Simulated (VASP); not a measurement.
Calculation: PBEsol GGA, VASP's PBE PAW potentials (set 64) (plane waves; VASP).

The input files of a VASP run:

### INCAR
```
ALGO  =  Normal
EDIFF  =  1E-6
EDIFFG  =  -0.01
ENCUT  =  400
GGA  =  PS
IBRION  =  2
ISIF  =  3
ISMEAR  =  1
LASPH  =  .TRUE.
LCHARG  =  .FALSE.
LMAXMIX  =  4
LREAL  =  .FALSE.
LWAVE  =  .FALSE.
NELM  =  100
NSW  =  60
PREC  =  Accurate
SIGMA  =  0.1
SYSTEM  =  Cu
```

POSCAR:
```
Cu
1
    2.5077434965     0.0000000000     0.0000000000
   -1.2538717482     2.1717692690     0.0000000000
    0.0000000000     0.0000000000     4.1511513178
Cu
2
Direct
  0.3333330000   0.6666670000   0.2500000000
  0.6666670000   0.3333330000   0.7500000000
```

### KPOINTS
```
Automatic mesh
0
Gamma
15 15 8
0 0 0
```

POTCAR, in this order: Cu (PBE.64 set). Program: vasp_std.

Output

OUTCAR:
```
 ion  position               nearest neighbor table
   1  0.333  0.667  0.250-   2 2.53   2 2.53   2 2.53   2 2.53   2 2.53   2 2.53
   2  0.667  0.333  0.750-   1 2.53   1 2.53   1 2.53   1 2.53   1 2.53   1 2.53
  LATTYP: Found a hexagonal cell.
 ALAT       =     2.5077434965
 C/A-ratio  =     1.6553333001
 Subroutine PRICEL returns:
 Original cell was already a primitive cell.
 Subroutine GETGRP returns: Found 24 space group operations
The static configuration has the point symmetry D_3d.
 The point group associated with its full space group is D_6h.
The dynamic configuration has the point symmetry D_3d.
 Subroutine INISYM returns: Found 24 space group operations
 Subroutine IBZKPT returns following result:
 Found    135 irreducible k-points:

 Following reciprocal coordinates:
            Coordinates               Weight
  0.000000  0.000000  0.000000      1.000000
  0.066667  0.000000  0.000000      6.000000
  0.133333  0.000000  0.000000      6.000000
  0.200000  0.000000  0.000000      6.000000
  0.266667  0.000000  0.000000      6.000000
  0.333333  0.000000  0.000000      6.000000
  0.400000  0.000000  0.000000      6.000000
  0.466667  0.000000  0.000000      6.000000
  0.066667  0.066667  0.000000      6.000000
  0.133333  0.066667  0.000000     12.000000
  0.200000  0.066667  0.000000     12.000000
  0.266667  0.066667  0.000000     12.000000
  0.333333  0.066667  0.000000     12.000000
  0.400000  0.066667  0.000000     12.000000
  0.466667  0.066667  0.000000      6.000000
  0.133333  0.133333  0.000000      6.000000
  0.200000  0.133333  0.000000     12.000000
  0.266667  0.133333  0.000000     12.000000
  0.333333  0.133333  0.000000     12.000000
  0.400000  0.133333  0.000000     12.000000
  0.200000  0.200000  0.000000      6.000000
  0.266667  0.200000  0.000000     12.000000
...
```

### OSZICAR
```
       N       E                     dE             d eps       ncg     rms          rms(c)
DAV:   1     0.109181047023E+03    0.10918E+03   -0.91458E+03  4274   0.221E+03
DAV:   2    -0.709092059504E+01   -0.11627E+03   -0.11209E+03  4050   0.304E+02
DAV:   3    -0.107854496793E+02   -0.36945E+01   -0.36039E+01  4948   0.846E+01
DAV:   4    -0.108098757322E+02   -0.24426E-01   -0.24423E-01  4933   0.661E+00
DAV:   5    -0.108101908341E+02   -0.31510E-03   -0.31510E-03  5423   0.642E-01    0.119E+01
DAV:   6    -0.943022272977E+01    0.13800E+01   -0.18067E+01  4183   0.125E+02    0.581E+00
DAV:   7    -0.863327144202E+01    0.79695E+00   -0.31607E+00  4324   0.495E+01    0.779E-01
DAV:   8    -0.860990369723E+01    0.23368E-01   -0.20336E-02  5295   0.225E+00    0.500E-01
DAV:   9    -0.860523367001E+01    0.46700E-02   -0.86401E-03  4963   0.268E+00    0.130E-02
DAV:  10    -0.860526926052E+01   -0.35591E-04   -0.17707E-04  4597   0.160E-01    0.492E-03
DAV:  11    -0.860527176238E+01   -0.25019E-05   -0.19518E-06  4668   0.212E-02    0.928E-04
DAV:  12    -0.860527191125E+01   -0.14887E-06   -0.45679E-07  2677   0.105E-02
   1 F= -.86052719E+01 E0= -.86054432E+01  d E =-.860527E+01
```

OUTCAR:
```
------------------------ aborting loop because EDIFF is reached ----------------------------------------
  FORCE on cell =-STRESS in cart. coord.  units (eV):
  Direction    XX          YY          ZZ          XY          YZ          ZX
  --------------------------------------------------------------------------------------
  Total        0.0184813      0.0184813      0.0155577      0.0000000      0.0000000     -0.0000000
  in kB        1.3097170      1.3097167      1.1025300      0.0000000      0.0000000     -0.0000000
  external PRESSURE =       1.2406546 kB  Pullay stress =       0.0000000 kB
  volume of cell :       22.61
      direct lattice vectors                 reciprocal lattice vectors
     2.507743496  0.000000000  0.000000000     0.398764866  0.230227035  0.000000000
    -1.253871748  2.171769269  0.000000000     0.000000000  0.460454070  0.000000000
     0.000000000  0.000000000  4.151151318     0.000000000  0.000000000  0.240897024
 POSITION                                       TOTAL-FORCE (eV/Angst)
 -----------------------------------------------------------------------------------
     -0.00000      1.44785      1.03779         0.000000      0.000000      0.000000
      1.25387      0.72392      3.11336        -0.000000      0.000000      0.000000
 -----------------------------------------------------------------------------------
    total drift:                               -0.000060      0.000034     -0.000014
  FREE ENERGIE OF THE ION-ELECTRON SYSTEM (eV)
  ---------------------------------------------------
  free  energy   TOTEN  =        -8.6052719112 eV

  energy  without entropy=       -8.6057857292  energy(sigma->0) =       -8.60544318

 reached required accuracy - stopping structural energy minimisation
```
(Selected blocks of OUTCAR.)

The structure was generated: Cu was put into the hcp type (P6_3/mmc), which need not be its known phase. It was relaxed first. The start is the result of an earlier pass.
